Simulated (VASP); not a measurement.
Runs of VASP 6.6.1 on BaLiF3. All rows change the cell; the cell of one of them follows. The structure is tetragonal, space group P4/mmm (No. 123). The conventional cell has a = 4.188 Å, b = 4.188 Å, c = 3.989 Å, α = 90.00°, β = 90.00°, γ = 90.00°. Around Ba (site symmetry 4/mmm) lie 12 F at 2.89 to 2.96 Å. Li (site symmetry 4/mmm) is surrounded by 6 F at 1.99 to 2.09 Å. F (site symmetry mmm) is surrounded by 2 Li at 2.09 Å. F (site symmetry 4/mmm) is surrounded by 2 Li at 1.99 Å. The cell comes from a database or a generator and needn't be the stable form of this composition.

| cell | gap on the mesh (eV) |
| --- | --- |
| strain +0.0500 x Voigt [1, 1, 0, 0, 0, 0], atoms carried along | 6.05 |
| strain -0.0250 x Voigt [1, 1, 0, 0, 0, 0], atoms carried along | (a) |
| strain +0.1000 x Voigt [1, 1, 0, 0, 0, 0], atoms carried along | 5.53 |
| strain -0.0750 x Voigt [1, 1, 0, 0, 0, 0], atoms carried along | 6.08 |

Alike in all rows: task single point; level LDA; potentials or basis VASP PAW LDA potentials, release 64 (Ba_sv, Li_sv, F); no spin polarisation; k mesh 6 × 6 × 6; cutoff (eV) 520; smearing gaussian 0.05 eV.

Question: Fill in the values left out.

Answer: (a) 6.40.

Caveats: spin-orbit coupling is left out, which moves the levels of the heavy elements.

A k mesh can miss the band edges, and the runs leave out spin-orbit coupling on Ba.
